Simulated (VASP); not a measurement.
Here is the system:

```yaml
crystal:
  lattice:
    - [4.70686, 0.00000, 0.00000]
    - [0.00000, 4.70686, 0.00000]
    - [0.00000, 0.00000, 4.70686]
  atoms:
    - { symbol: Fe, position: [0.13474, 0.13474, 0.13474] }
    - { symbol: Fe, position: [0.36526, 0.86526, 0.63474] }
    - { symbol: Fe, position: [0.63474, 0.36526, 0.86526] }
    - { symbol: Fe, position: [0.86526, 0.63474, 0.36526] }
    - { symbol: Ge, position: [0.84455, 0.84455, 0.84455] }
    - { symbol: Ge, position: [0.65545, 0.15545, 0.34455] }
    - { symbol: Ge, position: [0.34455, 0.65545, 0.15545] }
    - { symbol: Ge, position: [0.15545, 0.34455, 0.65545] }
```

The numbers are results of r2SCAN meta-GGA, VASP's PBE PAW potentials (set 64) (plane waves; VASP), not measurements. Settings: 400 eV cut-off, 7×7×7 Γ-centred mesh, tetrahedra with Blöchl corrections, potentials Fe Ge_d.

The cores are frozen, which limits the accuracy of field gradients. The run has a spin-polarised start.

Problem. Give the principal components of the electric field gradient (V/Å²) and the asymmetry η at each nucleus.

Solution. 
| atom | Vxx | Vyy | Vzz | η |
|---|---|---|---|---|
| Fe1 | 12.6 | 12.6 | -25.2 | 0.00 |
| Fe2 | 12.6 | 12.6 | -25.2 | 0.00 |
| Fe3 | 12.6 | 12.6 | -25.2 | 0.00 |
| Fe4 | 12.6 | 12.6 | -25.2 | 0.00 |
| Ge5 | 36.2 | 36.2 | -72.5 | 0.00 |
| Ge6 | 36.2 | 36.2 | -72.5 | 0.00 |
| Ge7 | 36.2 | 36.2 | -72.5 | 0.00 |
| Ge8 | 36.2 | 36.2 | -72.5 | 0.00 |

The structure comes from a computed database's FeGe entry (P2_13); how it stands against other phases isn't given here. It was relaxed first.
